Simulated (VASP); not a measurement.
Output of a VASP run:

OSZICAR:
```
       N       E                     dE             d eps       ncg     rms          rms(c)
DAV:   1     0.230221576767E+02    0.23022E+02   -0.47019E+03  2408   0.106E+03
DAV:   2    -0.231412796002E+02   -0.46163E+02   -0.44125E+02  2430   0.185E+02
DAV:   3    -0.243025618975E+02   -0.11613E+01   -0.11536E+01  2866   0.388E+01
DAV:   4    -0.243234730544E+02   -0.20911E-01   -0.20909E-01  2904   0.463E+00
DAV:   5    -0.243241798727E+02   -0.70682E-03   -0.70681E-03  2880   0.830E-01    0.140E+01
DAV:   6    -0.258238074757E+02   -0.14996E+01   -0.81364E+01  2634   0.145E+02    0.185E+01
DAV:   7    -0.210576184542E+02    0.47662E+01   -0.33112E+01  2636   0.838E+01    0.211E+00
DAV:   8    -0.210957098847E+02   -0.38091E-01   -0.42033E-01  2810   0.808E+00    0.202E+00
DAV:   9    -0.210854570894E+02    0.10253E-01   -0.28660E-01  2708   0.932E+00    0.758E-01
DAV:  10    -0.210745238078E+02    0.10933E-01   -0.55103E-02  2680   0.406E+00    0.173E-01
DAV:  11    -0.210791296578E+02   -0.46059E-02   -0.41761E-03  2604   0.966E-01    0.124E-01
DAV:  12    -0.210791905072E+02   -0.60849E-04   -0.19270E-04  2808   0.184E-01    0.205E-02
DAV:  13    -0.210791984742E+02   -0.79670E-05   -0.14627E-05  2754   0.479E-02    0.425E-03
DAV:  14    -0.210792002421E+02   -0.17679E-05   -0.57048E-06  2480   0.284E-02    0.342E-03
DAV:  15    -0.210792006140E+02   -0.37188E-06   -0.58506E-07  2486   0.871E-03    0.145E-03
DAV:  16    -0.210792005366E+02    0.77394E-07   -0.27085E-08  1296   0.182E-03
   1 F= -.21079201E+02 E0= -.21079201E+02  d E =0.000000E+00
       N       E                     dE             ncg
```

### OUTCAR
```
------------------------ aborting loop because EDIFF is reached ----------------------------------------
  FORCE on cell =-STRESS in cart. coord.  units (eV):
  Direction    XX          YY          ZZ          XY          YZ          ZX
  --------------------------------------------------------------------------------------
  Total       -0.0157548     -0.0157548     -0.0157548      0.0000000     -0.0000000      0.0000000
  in kB       -1.1249454     -1.1249454     -1.1249454      0.0000000     -0.0000000      0.0000000
  external PRESSURE =      -1.1249454 kB  Pullay stress =       0.0000000 kB
  volume of cell :       22.44
      direct lattice vectors                 reciprocal lattice vectors
     2.820529696  0.000000000  0.000000000     0.354543333  0.000000000  0.000000000
     0.000000000  2.820529696  0.000000000     0.000000000  0.354543333  0.000000000
     0.000000000  0.000000000  2.820529696     0.000000000  0.000000000  0.354543333
 POSITION                                       TOTAL-FORCE (eV/Angst)
 -----------------------------------------------------------------------------------
      1.41026      1.41026      1.41026         0.000000      0.000000      0.000000
      0.00000      0.00000      0.00000         0.000000      0.000000      0.000000
 -----------------------------------------------------------------------------------
    total drift:                                0.000000     -0.000000      0.000000
  FREE ENERGIE OF THE ION-ELECTRON SYSTEM (eV)
  ---------------------------------------------------
  free  energy   TOTEN  =       -21.0792005366 eV

  energy  without entropy=      -21.0792005366  energy(sigma->0) =      -21.07920054

 total charge

# of ion       s       p       d       tot
------------------------------------------
    1        0.396   0.455   0.000   0.851
    2        0.467   0.576   7.507   8.549
--------------------------------------------------
tot          0.862   1.031   7.507   9.400
```
(Selected blocks of OUTCAR.)

POSCAR:
```
CoAl
1
    2.8205296957     0.0000000000     0.0000000000
    0.0000000000     2.8205296957     0.0000000000
    0.0000000000     0.0000000000     2.8205296957
Al Co
1 1
Direct
  0.5000000000   0.5000000000   0.5000000000
  0.0000000000   0.0000000000   0.0000000000
```

Problem. Write an INCAR and KPOINTS that could have produced this output.

Solution. Several could match; the one computed here: the input of the run itself, r2SCAN meta-GGA, plane waves, VASP's PBE PAW potentials (set 64).

### INCAR
```
# general
SYSTEM  = CoAl
PREC    = Accurate
ENCUT   = 400   # plane-wave cut-off (eV)
LREAL   = .FALSE.   # projection in real space or not
LASPH   = .TRUE.   # aspherical one-centre terms

# electronic loop
EDIFF   = 1E-7
NELM    = 100   # most electronic steps
ALGO    = Normal   # blocked Davidson
LMAXMIX = 4   # l cut-off of mixed one-centre charges
LMIXTAU = .TRUE.

# smearing
ISMEAR  = -5

# functional
METAGGA = R2SCAN

# ions
ISIF    = 2   # forces and stress, cell fixed

# output
LWAVE   = .FALSE.
LCHARG  = .FALSE.
LORBIT  = 11   # lm-projected
NEDOS   = 601
```

KPOINTS_OPT:
```
k-points along high-symmetry lines
10
Line-mode
Reciprocal
  0.000000   0.000000   0.000000 ! GAMMA
  0.000000   0.500000   0.000000 ! X

  0.000000   0.500000   0.000000 ! X
  0.500000   0.500000   0.000000 ! M

  0.500000   0.500000   0.000000 ! M
  0.000000   0.000000   0.000000 ! GAMMA

  0.000000   0.000000   0.000000 ! GAMMA
  0.500000   0.500000   0.500000 ! R

  0.500000   0.500000   0.500000 ! R
  0.000000   0.500000   0.000000 ! X

  0.500000   0.500000   0.500000 ! R
  0.500000   0.500000   0.000000 ! M
```

File KPOINTS:
```
Automatic mesh
0
Gamma
14 14 14
0 0 0
```

POTCAR, in this order: Al Co (PBE.64 set). Program: vasp_std.

For a metal the tetrahedron method with Blöchl corrections gives inexact stress and forces.

The compound is CoAl in the CsCl type structure. It was relaxed first. The run is not spin-polarised, so no magnetic state was tried.
